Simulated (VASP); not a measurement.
VASP input:

### KPOINTS
```
Regular mesh
0
G
  15 15 15
```

**INCAR**
```
LMAXMIX  =  4
LCHARG  =  .False.
NSW  =  60
LREAL  =  .False.
SYSTEM  =  Pd
ALGO  =  Normal
EDIFFG  =  -0.01   ! ionic stop
IBRION  =  2
SIGMA  =  0.1   ! width (eV)
EDIFF  =  1E-6   ! SCF stop (eV)
NELM  =  100
PREC  =  Accurate
ENCUT  =  520   ! plane-wave cut-off (eV)
LASPH  =  .True.   ! aspherical one-centre terms
LWAVE  =  .False.
ISMEAR  =  1   ! Methfessel-Paxton
ISIF  =  3
```

### POSCAR
```
Pd
1
    0.0000000000     1.9204562453     1.9204562453
    1.9204562453     0.0000000000     1.9204562453
    1.9204562453     1.9204562453     0.0000000000
Pd
1
Direct
  1.0000000000   1.0000000000   0.0000000000
```

POTCAR, in this order: Pd (LDA.64 set). Program: vasp_std.

Problem. Translate this LDA calculation to Quantum ESPRESSO's pw.x.

Solution. One equivalent input (not run):
```
&CONTROL
  calculation = 'vc-relax'
  pseudo_dir = './pseudo'
  outdir = './out'
  tprnfor = .true.
  tstress = .true.
  nstep = 60
  forc_conv_thr = 0.00039
/
&SYSTEM
  ibrav = 0
  nat = 1
  ntyp = 1
  ecutwfc = 82
  occupations = 'smearing'
  smearing = 'methfessel-paxton'
  degauss = 0.00735
  input_dft = 'pz'
/
&ELECTRONS
  conv_thr = 7.3e-08
  electron_maxstep = 100
/
&IONS
/
&CELL
/
ATOMIC_SPECIES
  Pd 106.420 Pd.upf
CELL_PARAMETERS angstrom
     0.0000000    1.9204562    1.9204562
     1.9204562    0.0000000    1.9204562
     1.9204562    1.9204562    0.0000000
ATOMIC_POSITIONS crystal
  Pd   1.0000000  1.0000000  0.0000000
K_POINTS automatic
  15 15 15 0 0 0
```
Limits of the translation: the potentials are each code's own (VASP's PAW set, PseudoDojo norm-conserving files in pw.x), so ENCUT and ecutwfc are chosen apart and not converted; conv_thr bounds pw.x's estimated SCF error, while EDIFF bounds the energy change between steps; forc_conv_thr acts on force components and is met together with etot_conv_thr.

The compound is Pd in the fcc structure. This run relaxes it. Symmetry was kept, so distortions that lower it aren't found. The start is the result of an earlier pass.
